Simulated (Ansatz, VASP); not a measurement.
## Na2Sb: VASP beside Ansatz

Contents of INCAR:

```
SYSTEM = Na2Sb
PREC     = Accurate       ! precision mode
ENCUT    = 600            ! plane-wave cutoff, eV
EDIFF    = 1E-6           ! SCF threshold, eV
ISMEAR   = 0              ! smearing method
SIGMA    = 0.1            ! smearing width, eV
LREAL    = .False.        ! projectors in reciprocal space
LASPH    = .True.         ! aspherical terms in the spheres
NELM     = 100            ! most SCF steps
ALGO     = Normal         ! electronic algorithm
ISIF     = 3              ! what is computed and relaxed
LWAVE    = .False.        ! write WAVECAR
LCHARG   = .False.        ! write CHGCAR
GGA      = PE             ! functional
IBRION   = 2              ! ionic algorithm
NSW      = 100            ! ionic steps
EDIFFG   = -0.01          ! ionic threshold
```

KPOINTS

```
regular mesh
0
Gamma
  12 12 12
  0 0 0
```

Contents of POSCAR:

```
Na2Sb
1.0
    0.0000000000      3.6905349812      3.6905349812
    3.6905349812      0.0000000000      3.6905349812
    3.6905349812      3.6905349812      0.0000000000
Na Sb
2 1
Direct
    0.2500000000      0.2500000000      0.2500000000
    0.7500000000      0.7500000000      0.7500000000
    0.5000000000      0.5000000000      0.5000000000
```

Input for Ansatz:

```yaml
crystal:
  lattice:
    - [0.0, 3.6905349812, 3.6905349812]
    - [3.6905349812, 0.0, 3.6905349812]
    - [3.6905349812, 3.6905349812, 0.0]
  atoms:
    - { symbol: Na, position: [0.25, 0.25, 0.25] }
    - { symbol: Na, position: [0.75, 0.75, 0.75] }
    - { symbol: Sb, position: [0.5, 0.5, 0.5] }
basis:
  ecutwfc: 420
kpoints:
  mp_grid: { grid: [12, 12, 12] }
hamiltonian:
  xc: pbe
scf:
  occupations: { method: gaussian, width: 0.1 }
output:
  forces: true
  stress: true
  eigenvalues: true
  write_density: true
  write_potential: true
  elf: true
  volumetric_format: npy
relax:
  adjacent_minimum: "off"
  f_tol: 0.01
  max_steps: 80
  cell: { stress_tol: 0.05 }
```

Alike in both runs: task relaxation of cell and atoms; functional PBE; k mesh 12 × 12 × 12; occupations gaussian, width 0.1 eV; no spin polarisation.

|  | VASP | Ansatz |
| --- | --- | --- |
| version | VASP 6.6.1 | Ansatz 0.2.0 |
| potentials or method | VASP PAW PBE potentials, release 64 (Na_pv, Sb) | scalar-relativistic, plane waves, PAW |
| plane-wave cutoff (eV) | 600 | 420 |
| valence electrons in the cell | 19 | 33 |

VASP gave:

| Quantity | Value |
| --- | --- |
| gap on the k mesh at the Fermi level, each at its own relaxed structure (eV) | none |
| relaxed volume (Å³/atom) | 34.11 |
| relaxed cell length with the largest relative difference (Å) | 5.250 |

Task: What did Ansatz give for the same quantities?

Result: gap on the k mesh at the Fermi level, each at its own relaxed structure (eV): none; relaxed volume (Å³/atom): 33.98; relaxed cell length with the largest relative difference (Å): 5.243.

A gap of «none» marks a metal or a gap that the smearing closes. The two sets of potentials don't hold the same shells in valence.

Spin-orbit coupling is left out, which matters for the levels of Sb.
